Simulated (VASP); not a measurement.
Here is the system:

```xyz
1
Lattice="0.0000 1.8814 1.8814 1.8814 0.0000 1.8814 1.8814 1.8814 0.0000" Properties=species:S:1:pos:R:3 pbc="T T T"
Ir     0.0000     0.0000     0.0000
```

Method: LDA (Ceperley-Alder, Perdew-Zunger), VASP's LDA PAW potentials (set 64) (plane waves; VASP 6.6.1). Run with 500 eV cut-off, 17×17×17 Γ-centred mesh, first-order Methfessel-Paxton smearing of 0.10 eV, potentials Ir.

### Question
The ions, cell shape and volume at an external pressure of 30.0 GPa are relaxed. Give the cell that the relaxation ends in.

### Answer

```xyz
1
Lattice="0.0000 1.8697 1.8697 1.8697 0.0000 1.8697 1.8697 1.8697 0.0000" Properties=species:S:1:pos:R:3 pbc="T T T"
Ir     1.8697     0.0000     1.8697
```
Space group Fm-3m (225), at a tolerance of 0.03 Å.

### Question
How do energy and volume change from the first to the last step?

### Answer
The energy (σ→0) changes by +38.6 meV/atom and the volume by -1.9 %, in 4 ionic steps.

The compound is Ir in the fcc structure. This run relaxes it under an external pressure of 30 GPa. Symmetry was kept, so distortions that lower it aren't found.
